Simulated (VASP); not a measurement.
VASP ran on this input.

KPOINTS:
```
Regular mesh
0
G
9 9 9
```

**POSCAR**
```
RuAl
1
    3.0498000000     0.0000000000     0.0000000000
    0.0000000000     3.0498000000     0.0000000000
    0.0000000000     0.0000000000     3.0498000000
Al Ru
1 1
Direct
  0.5000000000   0.5000000000   0.5000000000
  0.0000000000   0.0000000000   0.0000000000
```

INCAR:
```
! general
SYSTEM  = RuAl
PREC    = Accurate
ENCUT   = 400
LREAL   = .False.
LASPH   = .True.

! electronic loop
EDIFF   = 1E-6
NELM    = 100
ALGO    = Normal
LMAXMIX = 4

! smearing
ISMEAR  = 1
SIGMA   = 0.1

! functional
GGA     = PE

! ions
IBRION  = 2
NSW     = 40
ISIF    = 3
EDIFFG  = -0.01

! output
LWAVE   = .False.
LCHARG  = .False.
```

POTCAR, in this order: Al Ru_pv (PBE.64 set). Program: vasp_std.

Translate this PBE calculation to Quantum ESPRESSO's pw.x.

One equivalent input (not run):
```
&CONTROL
  calculation = 'vc-relax'
  pseudo_dir = './pseudo'
  outdir = './out'
  tprnfor = .true.
  tstress = .true.
  nstep = 40
  forc_conv_thr = 0.00039
/
&SYSTEM
  ibrav = 0
  nat = 2
  ntyp = 2
  ecutwfc = 84
  occupations = 'smearing'
  smearing = 'methfessel-paxton'
  degauss = 0.00735
  input_dft = 'pbe'
/
&ELECTRONS
  conv_thr = 7.3e-08
  electron_maxstep = 100
/
&IONS
/
&CELL
/
ATOMIC_SPECIES
  Al 26.982 Al.upf
  Ru 101.070 Ru.upf
CELL_PARAMETERS angstrom
     3.0498000    0.0000000    0.0000000
     0.0000000    3.0498000    0.0000000
     0.0000000    0.0000000    3.0498000
ATOMIC_POSITIONS crystal
  Al   0.5000000  0.5000000  0.5000000
  Ru   0.0000000  0.0000000  0.0000000
K_POINTS automatic
  9 9 9 0 0 0
```
What does not carry over: the potentials are each code's own (VASP's PAW set, PseudoDojo norm-conserving files in pw.x), so ENCUT and ecutwfc are chosen apart and not converted; conv_thr bounds pw.x's estimated SCF error, while EDIFF bounds the energy change between steps; forc_conv_thr acts on force components and is met together with etot_conv_thr.

The compound is RuAl in the CsCl type structure. This run relaxes it. Symmetry was kept, so distortions that lower it aren't found.
